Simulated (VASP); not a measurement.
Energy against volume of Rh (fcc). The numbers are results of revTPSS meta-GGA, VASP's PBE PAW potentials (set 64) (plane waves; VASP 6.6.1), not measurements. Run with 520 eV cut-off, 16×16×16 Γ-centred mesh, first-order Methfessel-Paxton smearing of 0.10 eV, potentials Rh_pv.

| V (Å³/atom) | E (eV/atom) |
|---|---|
| 13.265 | 6.80065 |
| 13.675 | 6.78739 |
| 14.085 | 6.79714 |
| 14.495 | 6.82601 |

Problem. Fit these four points and predict the energy of the run at 12.854 Å³/atom.

Solution. A cubic in V^(−2/3), the third-order Birch-Murnaghan form, passes through the four points with V0 = 13.69 Å³/atom and B0 = 297 GPa, and gives 6.8417 eV/atom there. The run gave 6.8415 eV/atom, -0.2 meV/atom from the fit; all five points give B0 = 296 GPa.

The compound is Rh in the fcc structure. It was relaxed first.
